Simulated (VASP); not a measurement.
Output of a VASP run:

### OSZICAR
```
       N       E                     dE             d eps       ncg     rms          rms(c)
DAV:   1     0.741762503325E+02    0.74176E+02   -0.14995E+04   870   0.174E+03
DAV:   2    -0.764004573620E+02   -0.15058E+03   -0.14772E+03  1150   0.357E+02
DAV:   3    -0.805290908053E+02   -0.41286E+01   -0.41246E+01  1129   0.578E+01
DAV:   4    -0.805522337073E+02   -0.23143E-01   -0.23141E-01  1073   0.462E+00
DAV:   5    -0.805524359095E+02   -0.20220E-03   -0.20220E-03  1108   0.393E-01    0.564E+01
DAV:   6    -0.681287346278E+02    0.12424E+02   -0.16024E+01   996   0.326E+01    0.427E+01
DAV:   7    -0.697942534009E+02   -0.16655E+01   -0.28354E+00  1024   0.148E+01    0.249E+01
DAV:   8    -0.660293353206E+02    0.37649E+01   -0.18827E+00   870   0.167E+01    0.370E+00
DAV:   9    -0.683717986410E+02   -0.23425E+01   -0.86546E-01   870   0.111E+01    0.616E+00
DAV:  10    -0.686451602914E+02   -0.27336E+00   -0.78924E-01  1038   0.789E+00    0.241E+00
DAV:  11    -0.685500027603E+02    0.95158E-01   -0.41622E-02   898   0.204E+00    0.108E+00
DAV:  12    -0.685437280369E+02    0.62747E-02   -0.69691E-03  1024   0.858E-01    0.739E-01
DAV:  13    -0.685520963016E+02   -0.83683E-02   -0.71702E-03   954   0.757E-01    0.339E-01
DAV:  14    -0.685513403707E+02    0.75593E-03   -0.10199E-03  1101   0.277E-01    0.288E-01
DAV:  15    -0.685518223221E+02   -0.48195E-03   -0.10302E-03  1073   0.250E-01    0.561E-02
DAV:  16    -0.685518196264E+02    0.26957E-05   -0.54872E-05  1038   0.581E-02    0.147E-02
DAV:  17    -0.685518227801E+02   -0.31537E-05   -0.50723E-06   968   0.251E-02    0.425E-03
DAV:  18    -0.685518247897E+02   -0.20096E-05   -0.76905E-07   694   0.122E-02    0.515E-03
DAV:  19    -0.685518243558E+02    0.43398E-06   -0.44395E-07   561   0.589E-03
   1 F= -.67574858E+02 E0= -.67574858E+02  d E =-.675749E+02
```

File OUTCAR:
```
------------------------ aborting loop because EDIFF is reached ----------------------------------------
  FORCE on cell =-STRESS in cart. coord.  units (eV):
  Direction    XX          YY          ZZ          XY          YZ          ZX
  --------------------------------------------------------------------------------------
  Total        0.9639518      0.9639518      0.9639518     -0.0000000      0.0000000     -0.0000000
  in kB       49.3339429     49.3339429     49.3339429     -0.0000000      0.0000000     -0.0000000
  external PRESSURE =      -0.6660571 kB  Pullay stress =      50.0000000 kB
  volume of cell :       31.31
      direct lattice vectors                 reciprocal lattice vectors
     0.000000000  2.501478022  2.501478022    -0.199881828  0.199881828  0.199881828
     2.501478022  0.000000000  2.501478022     0.199881828 -0.199881828  0.199881828
     2.501478022  2.501478022  0.000000000     0.199881828  0.199881828 -0.199881828
 POSITION                                       TOTAL-FORCE (eV/Angst)
 -----------------------------------------------------------------------------------
      0.00000      0.00000      0.00000         0.000000      0.000000      0.000000
      1.25074      1.25074      1.25074         0.000000     -0.000000     -0.000000
      3.75222      3.75222      3.75222        -0.000000      0.000000      0.000000
 -----------------------------------------------------------------------------------
    total drift:                                0.000000     -0.000000      0.000000
  FREE ENERGIE OF THE ION-ELECTRON SYSTEM (eV)
  ---------------------------------------------------
  free  energy   TOTEN  =       -68.5518243558 eV

  energy  without entropy=      -68.5518243558  energy(sigma->0) =      -68.55182436
  enthalpy is  TOTEN    =       -67.5748582602 eV   P V=        0.9769660956

 reached required accuracy - stopping structural energy minimisation
```
(Selected blocks of OUTCAR.)

**POSCAR**
```
HfO2
1
   -0.0000000000     2.5014780223     2.5014780223
    2.5014780223    -0.0000000000     2.5014780223
    2.5014780223     2.5014780223     0.0000000000
Hf O
1 2
Direct
  0.0000000000   0.0000000000   0.0000000000
  0.2500000000   0.2500000000   0.2500000000
  0.7500000000   0.7500000000   0.7500000000
```

Problem. Write an INCAR and KPOINTS that could have produced this output.

Solution. Several could match; the one computed here: the input of the run itself, r2SCAN meta-GGA, plane waves, VASP's PBE PAW potentials (set 64).

KPOINTS:
```
Automatic mesh
0
Gamma
8 8 8
0 0 0
```

INCAR:
```
ALGO = Normal
EDIFF = 1E-6
EDIFFG = -0.02
ENCUT = 620
IBRION = 2
ISIF = 3
ISMEAR = 0
LASPH = T
LCHARG = F
LMAXMIX = 6
LMIXTAU = T
LREAL = F
LWAVE = F
METAGGA = R2SCAN
NELM = 100
NSW = 40
PREC = Accurate
PSTRESS = 50
SIGMA = 0.05
SYSTEM = HfO2
```

POTCAR, in this order: Hf_pv O (PBE.64 set). Program: vasp_std.

The compound is HfO2 in the fluorite structure, the high-temperature cubic form, which is unstable at 0 K; the monoclinic form is the stable one. It was relaxed first under an external pressure of 5 GPa.
